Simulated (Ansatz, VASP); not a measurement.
## Ge (Germanium) in two plane-wave programs

Aim: how closely do two programs agree when they are given the same cell, functional and k mesh? The cell is taken from a series of runs on this material, whose earlier steps may have relaxed, scaled, displaced or heated it; both programs get it as it stands.

Program: Ansatz 0.2.0. Level of theory: plane waves, with VASP 6.6.1 beside it; zone-centre phonons at LDA. Results are calculated unless marked as measured.

## 1. The starting structure

Symmetry: I4_1/amd, No. 141, tetragonal system. The conventional cell has a = 3.856 Å, b = 3.856 Å, c = 5.749 Å, α = 90.00°, β = 90.00°, γ = 90.00°. Nearest to Ge lie 4 Ge at 2.40 to 2.41 Å.

Coordinates:

```cif
data_structure
_symmetry_space_group_name_H-M 'P 1'
_symmetry_Int_Tables_number 1
_cell_length_a 3.9620
_cell_length_b 3.9620
_cell_length_c 3.8557
_cell_angle_alpha 60.883
_cell_angle_beta 60.883
_cell_angle_gamma 58.234
_cell_volume 42.74
loop_
_atom_site_label
_atom_site_type_symbol
_atom_site_fract_x
_atom_site_fract_y
_atom_site_fract_z
_atom_site_occupancy
Ge1 Ge 0.49997 0.49997 0.50000 1
Ge2 Ge 0.75003 0.75003 0.75000 1
```

## 2. VASP: zone-centre phonons, LDA

Second derivatives magnify differences that forces hide, and they need a tight electronic threshold.

Lines of VASP's logs that name or quote its potential files are left out, and so is its time.

Contents of INCAR:

```
SYSTEM = Ge
PREC = Accurate
ENCUT = 500
EDIFF = 1E-08
NELM = 120
ISMEAR = 0
SIGMA = 0.015
LREAL = .FALSE.
ALGO = Normal
GGA = CA
NBANDS = 20
LORBIT = 11
LWAVE = .FALSE.
LCHARG = .FALSE.
ISIF = 2
ISYM = 2
IBRION = 8
LASPH = .TRUE.
GGA_COMPAT = .FALSE.
KPAR = 2
```

Contents of POSCAR:

```
Ge
1.0
    0.0000000000      2.7264203923      2.8747093235
    2.7264203923      0.0000000000      2.8747093235
    2.7264203923      2.7264203923      0.0000000000
Ge
2
Direct
    0.4999723599      0.4999723599      0.4999991143
    0.7500276401      0.7500276401      0.7500008857
```

Contents of KPOINTS:

```
Points of the shifted mesh
1728
Reciprocal
 0.0416666667  0.0416666667  0.0416666667 1
 0.0416666667  0.0416666667  0.1250000000 1
 0.0416666667  0.0416666667  0.2083333333 1
 0.0416666667  0.0416666667  0.2916666667 1
 0.0416666667  0.0416666667  0.3750000000 1
 0.0416666667  0.0416666667  0.4583333333 1
 0.0416666667  0.0416666667  0.5416666667 1
 0.0416666667  0.0416666667  0.6250000000 1
 0.0416666667  0.0416666667  0.7083333333 1
 0.0416666667  0.0416666667  0.7916666667 1
 0.0416666667  0.0416666667  0.8750000000 1
 0.0416666667  0.0416666667  0.9583333333 1
 0.0416666667  0.1250000000  0.0416666667 1
 0.0416666667  0.1250000000  0.1250000000 1
 0.0416666667  0.1250000000  0.2083333333 1
 0.0416666667  0.1250000000  0.2916666667 1
 0.0416666667  0.1250000000  0.3750000000 1
 0.0416666667  0.1250000000  0.4583333333 1
 0.0416666667  0.1250000000  0.5416666667 1
 0.0416666667  0.1250000000  0.6250000000 1
 0.0416666667  0.1250000000  0.7083333333 1
 0.0416666667  0.1250000000  0.7916666667 1
 0.0416666667  0.1250000000  0.8750000000 1
 0.0416666667  0.1250000000  0.9583333333 1
 0.0416666667  0.2083333333  0.0416666667 1
 0.0416666667  0.2083333333  0.1250000000 1
 0.0416666667  0.2083333333  0.2083333333 1
 0.0416666667  0.2083333333  0.2916666667 1
 0.0416666667  0.2083333333  0.3750000000 1
 0.0416666667  0.2083333333  0.4583333333 1
 0.0416666667  0.2083333333  0.5416666667 1
 0.0416666667  0.2083333333  0.6250000000 1
 0.0416666667  0.2083333333  0.7083333333 1
 0.0416666667  0.2083333333  0.7916666667 1
 0.0416666667  0.2083333333  0.8750000000 1
 0.0416666667  0.2083333333  0.9583333333 1
 0.0416666667  0.2916666667  0.0416666667 1
 0.0416666667  0.2916666667  0.1250000000 1
 0.0416666667  0.2916666667  0.2083333333 1
 0.0416666667  0.2916666667  0.2916666667 1
 0.0416666667  0.2916666667  0.3750000000 1
 0.0416666667  0.2916666667  0.4583333333 1
 0.0416666667  0.2916666667  0.5416666667 1
 0.0416666667  0.2916666667  0.6250000000 1
 0.0416666667  0.2916666667  0.7083333333 1
 0.0416666667  0.2916666667  0.7916666667 1
 0.0416666667  0.2916666667  0.8750000000 1
 0.0416666667  0.2916666667  0.9583333333 1
 0.0416666667  0.3750000000  0.0416666667 1
 0.0416666667  0.3750000000  0.1250000000 1
 0.0416666667  0.3750000000  0.2083333333 1
 0.0416666667  0.3750000000  0.2916666667 1
 0.0416666667  0.3750000000  0.3750000000 1
 0.0416666667  0.3750000000  0.4583333333 1
 0.0416666667  0.3750000000  0.5416666667 1
 0.0416666667  0.3750000000  0.6250000000 1
 0.0416666667  0.3750000000  0.7083333333 1
 0.0416666667  0.3750000000  0.7916666667 1
 0.0416666667  0.3750000000  0.8750000000 1
 0.0416666667  0.3750000000  0.9583333333 1
 0.0416666667  0.4583333333  0.0416666667 1
 0.0416666667  0.4583333333  0.1250000000 1
 0.0416666667  0.4583333333  0.2083333333 1
 0.0416666667  0.4583333333  0.2916666667 1
 0.0416666667  0.4583333333  0.3750000000 1
 0.0416666667  0.4583333333  0.4583333333 1
 0.0416666667  0.4583333333  0.5416666667 1
 0.0416666667  0.4583333333  0.6250000000 1
 0.0416666667  0.4583333333  0.7083333333 1
 0.0416666667  0.4583333333  0.7916666667 1
 0.0416666667  0.4583333333  0.8750000000 1
 0.0416666667  0.4583333333  0.9583333333 1
 0.0416666667  0.5416666667  0.0416666667 1
 0.0416666667  0.5416666667  0.1250000000 1
 0.0416666667  0.5416666667  0.2083333333 1
 0.0416666667  0.5416666667  0.2916666667 1
 0.0416666667  0.5416666667  0.3750000000 1
 0.0416666667  0.5416666667  0.4583333333 1
 0.0416666667  0.5416666667  0.5416666667 1
 0.0416666667  0.5416666667  0.6250000000 1
 0.0416666667  0.5416666667  0.7083333333 1
 0.0416666667  0.5416666667  0.7916666667 1
 0.0416666667  0.5416666667  0.8750000000 1
 0.0416666667  0.5416666667  0.9583333333 1
 0.0416666667  0.6250000000  0.0416666667 1
 0.0416666667  0.6250000000  0.1250000000 1
 0.0416666667  0.6250000000  0.2083333333 1
 0.0416666667  0.6250000000  0.2916666667 1
 0.0416666667  0.6250000000  0.3750000000 1
 0.0416666667  0.6250000000  0.4583333333 1
 0.0416666667  0.6250000000  0.5416666667 1
 0.0416666667  0.6250000000  0.6250000000 1
 0.0416666667  0.6250000000  0.7083333333 1
 0.0416666667  0.6250000000  0.7916666667 1
 0.0416666667  0.6250000000  0.8750000000 1
 0.0416666667  0.6250000000  0.9583333333 1
 0.0416666667  0.7083333333  0.0416666667 1
 0.0416666667  0.7083333333  0.1250000000 1
 0.0416666667  0.7083333333  0.2083333333 1
 0.0416666667  0.7083333333  0.2916666667 1
 0.0416666667  0.7083333333  0.3750000000 1
 0.0416666667  0.7083333333  0.4583333333 1
 0.0416666667  0.7083333333  0.5416666667 1
 0.0416666667  0.7083333333  0.6250000000 1
 0.0416666667  0.7083333333  0.7083333333 1
 0.0416666667  0.7083333333  0.7916666667 1
 0.0416666667  0.7083333333  0.8750000000 1
 0.0416666667  0.7083333333  0.9583333333 1
 0.0416666667  0.7916666667  0.0416666667 1
 0.0416666667  0.7916666667  0.1250000000 1
 0.0416666667  0.7916666667  0.2083333333 1
 0.0416666667  0.7916666667  0.2916666667 1
[... 1390 lines left out ...]
 0.8750000000  0.4583333333  0.1250000000 1
 0.8750000000  0.4583333333  0.2083333333 1
 0.8750000000  0.4583333333  0.2916666667 1
 0.8750000000  0.4583333333  0.3750000000 1
 0.8750000000  0.4583333333  0.4583333333 1
 0.8750000000  0.4583333333  0.5416666667 1
 0.8750000000  0.4583333333  0.6250000000 1
 0.8750000000  0.4583333333  0.7083333333 1
 0.8750000000  0.4583333333  0.7916666667 1
 0.8750000000  0.4583333333  0.8750000000 1
 0.8750000000  0.4583333333  0.9583333333 1
 0.8750000000  0.5416666667  0.0416666667 1
 0.8750000000  0.5416666667  0.1250000000 1
 0.8750000000  0.5416666667  0.2083333333 1
 0.8750000000  0.5416666667  0.2916666667 1
 0.8750000000  0.5416666667  0.3750000000 1
 0.8750000000  0.5416666667  0.4583333333 1
 0.8750000000  0.5416666667  0.5416666667 1
 0.8750000000  0.5416666667  0.6250000000 1
 0.8750000000  0.5416666667  0.7083333333 1
 0.8750000000  0.5416666667  0.7916666667 1
 0.8750000000  0.5416666667  0.8750000000 1
 0.8750000000  0.5416666667  0.9583333333 1
 0.8750000000  0.6250000000  0.0416666667 1
 0.8750000000  0.6250000000  0.1250000000 1
 0.8750000000  0.6250000000  0.2083333333 1
 0.8750000000  0.6250000000  0.2916666667 1
 0.8750000000  0.6250000000  0.3750000000 1
 0.8750000000  0.6250000000  0.4583333333 1
 0.8750000000  0.6250000000  0.5416666667 1
 0.8750000000  0.6250000000  0.6250000000 1
 0.8750000000  0.6250000000  0.7083333333 1
 0.8750000000  0.6250000000  0.7916666667 1
 0.8750000000  0.6250000000  0.8750000000 1
 0.8750000000  0.6250000000  0.9583333333 1
 0.8750000000  0.7083333333  0.0416666667 1
 0.8750000000  0.7083333333  0.1250000000 1
 0.8750000000  0.7083333333  0.2083333333 1
 0.8750000000  0.7083333333  0.2916666667 1
 0.8750000000  0.7083333333  0.3750000000 1
 0.8750000000  0.7083333333  0.4583333333 1
 0.8750000000  0.7083333333  0.5416666667 1
 0.8750000000  0.7083333333  0.6250000000 1
 0.8750000000  0.7083333333  0.7083333333 1
 0.8750000000  0.7083333333  0.7916666667 1
 0.8750000000  0.7083333333  0.8750000000 1
 0.8750000000  0.7083333333  0.9583333333 1
 0.8750000000  0.7916666667  0.0416666667 1
 0.8750000000  0.7916666667  0.1250000000 1
 0.8750000000  0.7916666667  0.2083333333 1
 0.8750000000  0.7916666667  0.2916666667 1
 0.8750000000  0.7916666667  0.3750000000 1
 0.8750000000  0.7916666667  0.4583333333 1
 0.8750000000  0.7916666667  0.5416666667 1
 0.8750000000  0.7916666667  0.6250000000 1
 0.8750000000  0.7916666667  0.7083333333 1
 0.8750000000  0.7916666667  0.7916666667 1
 0.8750000000  0.7916666667  0.8750000000 1
 0.8750000000  0.7916666667  0.9583333333 1
 0.8750000000  0.8750000000  0.0416666667 1
 0.8750000000  0.8750000000  0.1250000000 1
 0.8750000000  0.8750000000  0.2083333333 1
 0.8750000000  0.8750000000  0.2916666667 1
 0.8750000000  0.8750000000  0.3750000000 1
 0.8750000000  0.8750000000  0.4583333333 1
 0.8750000000  0.8750000000  0.5416666667 1
 0.8750000000  0.8750000000  0.6250000000 1
 0.8750000000  0.8750000000  0.7083333333 1
 0.8750000000  0.8750000000  0.7916666667 1
 0.8750000000  0.8750000000  0.8750000000 1
 0.8750000000  0.8750000000  0.9583333333 1
 0.8750000000  0.9583333333  0.0416666667 1
 0.8750000000  0.9583333333  0.1250000000 1
 0.8750000000  0.9583333333  0.2083333333 1
 0.8750000000  0.9583333333  0.2916666667 1
 0.8750000000  0.9583333333  0.3750000000 1
 0.8750000000  0.9583333333  0.4583333333 1
 0.8750000000  0.9583333333  0.5416666667 1
 0.8750000000  0.9583333333  0.6250000000 1
 0.8750000000  0.9583333333  0.7083333333 1
 0.8750000000  0.9583333333  0.7916666667 1
 0.8750000000  0.9583333333  0.8750000000 1
 0.8750000000  0.9583333333  0.9583333333 1
 0.9583333333  0.0416666667  0.0416666667 1
 0.9583333333  0.0416666667  0.1250000000 1
 0.9583333333  0.0416666667  0.2083333333 1
 0.9583333333  0.0416666667  0.2916666667 1
 0.9583333333  0.0416666667  0.3750000000 1
 0.9583333333  0.0416666667  0.4583333333 1
 0.9583333333  0.0416666667  0.5416666667 1
 0.9583333333  0.0416666667  0.6250000000 1
 0.9583333333  0.0416666667  0.7083333333 1
 0.9583333333  0.0416666667  0.7916666667 1
 0.9583333333  0.0416666667  0.8750000000 1
 0.9583333333  0.0416666667  0.9583333333 1
 0.9583333333  0.1250000000  0.0416666667 1
 0.9583333333  0.1250000000  0.1250000000 1
 0.9583333333  0.1250000000  0.2083333333 1
 0.9583333333  0.1250000000  0.2916666667 1
 0.9583333333  0.1250000000  0.3750000000 1
 0.9583333333  0.1250000000  0.4583333333 1
 0.9583333333  0.1250000000  0.5416666667 1
 0.9583333333  0.1250000000  0.6250000000 1
 0.9583333333  0.1250000000  0.7083333333 1
 0.9583333333  0.1250000000  0.7916666667 1
 0.9583333333  0.1250000000  0.8750000000 1
 0.9583333333  0.1250000000  0.9583333333 1
 0.9583333333  0.2083333333  0.0416666667 1
 0.9583333333  0.2083333333  0.1250000000 1
 0.9583333333  0.2083333333  0.2083333333 1
 0.9583333333  0.2083333333  0.2916666667 1
 0.9583333333  0.2083333333  0.3750000000 1
 0.9583333333  0.2083333333  0.4583333333 1
 0.9583333333  0.2083333333  0.5416666667 1
 0.9583333333  0.2083333333  0.6250000000 1
 0.9583333333  0.2083333333  0.7083333333 1
 0.9583333333  0.2083333333  0.7916666667 1
 0.9583333333  0.2083333333  0.8750000000 1
 0.9583333333  0.2083333333  0.9583333333 1
 0.9583333333  0.2916666667  0.0416666667 1
 0.9583333333  0.2916666667  0.1250000000 1
 0.9583333333  0.2916666667  0.2083333333 1
 0.9583333333  0.2916666667  0.2916666667 1
 0.9583333333  0.2916666667  0.3750000000 1
 0.9583333333  0.2916666667  0.4583333333 1
 0.9583333333  0.2916666667  0.5416666667 1
 0.9583333333  0.2916666667  0.6250000000 1
 0.9583333333  0.2916666667  0.7083333333 1
 0.9583333333  0.2916666667  0.7916666667 1
 0.9583333333  0.2916666667  0.8750000000 1
 0.9583333333  0.2916666667  0.9583333333 1
 0.9583333333  0.3750000000  0.0416666667 1
 0.9583333333  0.3750000000  0.1250000000 1
 0.9583333333  0.3750000000  0.2083333333 1
 0.9583333333  0.3750000000  0.2916666667 1
 0.9583333333  0.3750000000  0.3750000000 1
 0.9583333333  0.3750000000  0.4583333333 1
 0.9583333333  0.3750000000  0.5416666667 1
 0.9583333333  0.3750000000  0.6250000000 1
 0.9583333333  0.3750000000  0.7083333333 1
 0.9583333333  0.3750000000  0.7916666667 1
 0.9583333333  0.3750000000  0.8750000000 1
 0.9583333333  0.3750000000  0.9583333333 1
 0.9583333333  0.4583333333  0.0416666667 1
 0.9583333333  0.4583333333  0.1250000000 1
 0.9583333333  0.4583333333  0.2083333333 1
 0.9583333333  0.4583333333  0.2916666667 1
 0.9583333333  0.4583333333  0.3750000000 1
 0.9583333333  0.4583333333  0.4583333333 1
 0.9583333333  0.4583333333  0.5416666667 1
 0.9583333333  0.4583333333  0.6250000000 1
 0.9583333333  0.4583333333  0.7083333333 1
 0.9583333333  0.4583333333  0.7916666667 1
 0.9583333333  0.4583333333  0.8750000000 1
 0.9583333333  0.4583333333  0.9583333333 1
 0.9583333333  0.5416666667  0.0416666667 1
 0.9583333333  0.5416666667  0.1250000000 1
 0.9583333333  0.5416666667  0.2083333333 1
 0.9583333333  0.5416666667  0.2916666667 1
 0.9583333333  0.5416666667  0.3750000000 1
 0.9583333333  0.5416666667  0.4583333333 1
 0.9583333333  0.5416666667  0.5416666667 1
 0.9583333333  0.5416666667  0.6250000000 1
 0.9583333333  0.5416666667  0.7083333333 1
 0.9583333333  0.5416666667  0.7916666667 1
 0.9583333333  0.5416666667  0.8750000000 1
 0.9583333333  0.5416666667  0.9583333333 1
 0.9583333333  0.6250000000  0.0416666667 1
 0.9583333333  0.6250000000  0.1250000000 1
 0.9583333333  0.6250000000  0.2083333333 1
 0.9583333333  0.6250000000  0.2916666667 1
 0.9583333333  0.6250000000  0.3750000000 1
 0.9583333333  0.6250000000  0.4583333333 1
 0.9583333333  0.6250000000  0.5416666667 1
 0.9583333333  0.6250000000  0.6250000000 1
 0.9583333333  0.6250000000  0.7083333333 1
 0.9583333333  0.6250000000  0.7916666667 1
 0.9583333333  0.6250000000  0.8750000000 1
 0.9583333333  0.6250000000  0.9583333333 1
 0.9583333333  0.7083333333  0.0416666667 1
 0.9583333333  0.7083333333  0.1250000000 1
 0.9583333333  0.7083333333  0.2083333333 1
 0.9583333333  0.7083333333  0.2916666667 1
 0.9583333333  0.7083333333  0.3750000000 1
 0.9583333333  0.7083333333  0.4583333333 1
 0.9583333333  0.7083333333  0.5416666667 1
 0.9583333333  0.7083333333  0.6250000000 1
 0.9583333333  0.7083333333  0.7083333333 1
 0.9583333333  0.7083333333  0.7916666667 1
 0.9583333333  0.7083333333  0.8750000000 1
 0.9583333333  0.7083333333  0.9583333333 1
 0.9583333333  0.7916666667  0.0416666667 1
 0.9583333333  0.7916666667  0.1250000000 1
 0.9583333333  0.7916666667  0.2083333333 1
 0.9583333333  0.7916666667  0.2916666667 1
 0.9583333333  0.7916666667  0.3750000000 1
 0.9583333333  0.7916666667  0.4583333333 1
 0.9583333333  0.7916666667  0.5416666667 1
 0.9583333333  0.7916666667  0.6250000000 1
 0.9583333333  0.7916666667  0.7083333333 1
 0.9583333333  0.7916666667  0.7916666667 1
 0.9583333333  0.7916666667  0.8750000000 1
 0.9583333333  0.7916666667  0.9583333333 1
 0.9583333333  0.8750000000  0.0416666667 1
 0.9583333333  0.8750000000  0.1250000000 1
 0.9583333333  0.8750000000  0.2083333333 1
 0.9583333333  0.8750000000  0.2916666667 1
 0.9583333333  0.8750000000  0.3750000000 1
 0.9583333333  0.8750000000  0.4583333333 1
 0.9583333333  0.8750000000  0.5416666667 1
 0.9583333333  0.8750000000  0.6250000000 1
 0.9583333333  0.8750000000  0.7083333333 1
 0.9583333333  0.8750000000  0.7916666667 1
 0.9583333333  0.8750000000  0.8750000000 1
 0.9583333333  0.8750000000  0.9583333333 1
 0.9583333333  0.9583333333  0.0416666667 1
 0.9583333333  0.9583333333  0.1250000000 1
 0.9583333333  0.9583333333  0.2083333333 1
 0.9583333333  0.9583333333  0.2916666667 1
 0.9583333333  0.9583333333  0.3750000000 1
 0.9583333333  0.9583333333  0.4583333333 1
 0.9583333333  0.9583333333  0.5416666667 1
 0.9583333333  0.9583333333  0.6250000000 1
 0.9583333333  0.9583333333  0.7083333333 1
 0.9583333333  0.9583333333  0.7916666667 1
 0.9583333333  0.9583333333  0.8750000000 1
 0.9583333333  0.9583333333  0.9583333333 1
```

PAW data sets: Ge_d (LDA family, release 64).

Command:

```sh
$ mpirun -np 2 vasp_std
```

Numbers of over 12 decimals in the logs are rounded to 6 here.

Output:

```text
[banner, memory and clock lines left out]
running    2 mpi-ranks, on    1 nodes
 distrk:  each k-point on    1 cores,    2 groups
 distr:  one band on    1 cores,    1 groups

 POSCAR found type information on POSCAR Ge
 POSCAR found :  1 types and       2 ions
 LDA part: xc-table for (Slater(with rela. corr.)+CA(PZ))
 , standard interpolation
 POSCAR, INCAR and KPOINTS ok, starting setup
 FFT: planning ... GRIDC
 FFT: planning ... GRID_SOFT
 FFT: planning ... GRID
 WAVECAR not read
 entering main loop
       N       E                     dE             d eps       ncg     rms          rms(c)
DAV:   1     0.181429349080E+03    0.18143E+03   -0.14661E+04 74648   0.376E+03
DAV:   2     0.143244251044E+02   -0.16710E+03   -0.16260E+03 69244   0.581E+02
DAV:   3    -0.979305596620E+01   -0.24117E+02   -0.23937E+02 77528   0.142E+02
DAV:   4    -0.105420756874E+02   -0.74902E+00   -0.74846E+00 78036   0.295E+01
DAV:   5    -0.105539763792E+02   -0.11901E-01   -0.11900E-01 77196   0.402E+00    0.354E+00
DAV:   6    -0.104196864696E+02    0.13429E+00   -0.43988E-02 76568   0.168E+00    0.203E+00
DAV:   7    -0.103533786740E+02    0.66308E-01   -0.87399E-02 72692   0.217E+00    0.144E-01
DAV:   8    -0.103541155139E+02   -0.73684E-03   -0.61071E-03 78136   0.873E-01    0.434E-02
DAV:   9    -0.103541413018E+02   -0.25788E-04   -0.96166E-05 80444   0.997E-02    0.141E-02
DAV:  10    -0.103541376266E+02    0.36753E-05   -0.10011E-05 92608   0.491E-02    0.449E-03
DAV:  11    -0.103541373759E+02    0.25071E-06   -0.12407E-06 74808   0.815E-03    0.185E-03
DAV:  12    -0.103541373709E+02    0.49113E-08   -0.81805E-08 93880   0.493E-03
   1 F= -.10354137E+02 E0= -.10354137E+02  d E =-.227071E-09
 Linear response reoptimize wavefunctions to high precision
DAV:   1    -0.103541373708E+02    0.11642E-09   -0.48768E-09 69768   0.622E-04
DAV:   2    -0.103541373708E+02   -0.12733E-10   -0.17713E-10 44992   0.155E-04
 Linear response DOF=           2
 Linear response progress:
  Degree of freedom:   1/  2
       N       E                     dE             d eps       ncg     rms          rms(c)
RMM:   1    -0.187652226178E+00   -0.18765E+00    0.89018E+00 83796   0.457E+01
RMM:   2    -0.195212260566E+00   -0.75600E-02   -0.14095E-02111430   0.116E+00    0.781E-02
RMM:   3    -0.195293213596E+00   -0.80953E-04   -0.10071E-03119391   0.328E-01    0.450E-02
RMM:   4    -0.195255877745E+00    0.37336E-04   -0.69017E-05126738   0.836E-02    0.497E-03
RMM:   5    -0.195263218271E+00   -0.73405E-05   -0.42059E-06121884   0.188E-02    0.256E-03
RMM:   6    -0.195274497936E+00   -0.11280E-04   -0.26050E-07124173   0.519E-03    0.326E-04
RMM:   7    -0.195273848181E+00    0.64975E-06   -0.34831E-08127514   0.161E-03    0.194E-04
RMM:   8    -0.195273270554E+00    0.57763E-06   -0.43375E-09128711   0.552E-04    0.358E-05
RMM:   9    -0.195273113689E+00    0.15687E-06   -0.34695E-09129414   0.241E-04    0.156E-05
RMM:  10    -0.195273178770E+00   -0.65081E-07   -0.81949E-09130791   0.113E-04    0.454E-06
RMM:  11    -0.195273187099E+00   -0.83292E-08   -0.18935E-08131417   0.651E-05    0.234E-06
 first order change of Fermi-energy   0.71191E+00
 force on displaced ion       1 direction 1 : -12.440  -0.008   0.008
 Linear response progress:
  Degree of freedom:   2/  2
       N       E                     dE             d eps       ncg     rms          rms(c)
RMM:   1    -0.188218850754E+00   -0.18822E+00    0.84950E+00 83436   0.448E+01
RMM:   2    -0.195845074331E+00   -0.76262E-02   -0.14622E-02111685   0.117E+00    0.816E-02
RMM:   3    -0.195938791292E+00   -0.93717E-04   -0.10203E-03119789   0.328E-01    0.469E-02
RMM:   4    -0.195914432031E+00    0.24359E-04   -0.67599E-05127223   0.833E-02    0.478E-03
RMM:   5    -0.195920546386E+00   -0.61144E-05   -0.42384E-06122449   0.189E-02    0.252E-03
RMM:   6    -0.195930226786E+00   -0.96804E-05   -0.24286E-07124198   0.515E-03    0.292E-04
RMM:   7    -0.195929469523E+00    0.75726E-06   -0.55719E-08127494   0.167E-03    0.179E-04
RMM:   8    -0.195928872881E+00    0.59664E-06   -0.67283E-10128161   0.591E-04    0.405E-05
RMM:   9    -0.195928738551E+00    0.13433E-06   -0.96326E-10129529   0.262E-04    0.174E-05
RMM:  10    -0.195928852787E+00   -0.11424E-06   -0.93007E-09129771   0.123E-04    0.539E-06
RMM:  11    -0.195928867029E+00   -0.14243E-07   -0.17521E-08132350   0.690E-05    0.271E-06
RMM:  12    -0.195928885880E+00   -0.18851E-07   -0.93711E-09131643   0.450E-05    0.122E-06
RMM:  13    -0.195928896110E+00   -0.10230E-07   -0.52358E-09120194   0.343E-05    0.196E-07
RMM:  14    -0.195928895919E+00    0.19092E-09   -0.20599E-09103185   0.290E-05    0.221E-07
 first order change of Fermi-energy   0.30052E+01
 force on displaced ion       1 direction 3 :   0.008   0.008 -12.768
 Linear response finished
```

(Part 1 of 2 ends here.)

[Lines on the potential files, build, host, timing and source positions are cut from VASP's logs without a mark.]

[Logs are printed without paths, hosts, clocks, repeated set-up lines and the standing remarks that a program may print on its own settings, such as how far it seeks lower states.]

[Hosts, paths, dates, database ids (printed as entryN), source tags and the programs' standing remarks are cut or masked in the printed files.]
